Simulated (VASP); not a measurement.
A 71-atom supercell of GaN (wurtzite) holds C on the Ga site with a neighbouring N vacancy in charge state +1. It is relaxed twice, with the total moment held at 1 and at 3 μB. These are PBE GGA, VASP's PBE PAW potentials (set 64) (plane waves; VASP) values and carry that method's errors. Settings: PREC = Normal, LREAL = Auto, ISYM = 0, NELECT = 283.0, EDIFF = 1E-5, 400 eV cut-off, 1×1×1 Γ-centred mesh, Gaussian smearing of 0.050 eV, potentials Ga N C.

The cell is charged, with a uniform compensating background. The supercell is sampled at Γ alone, which is coarse: total energies, pressure and levels can be off, energies of defects by several tenths of an eV.

**Question.** Which spin state lies lower, and by how much?

**Answer.** The state with 1 μB lies lower, by 2.43 eV.

The cell is a supercell with a defect, built from GaN (wurtzite).
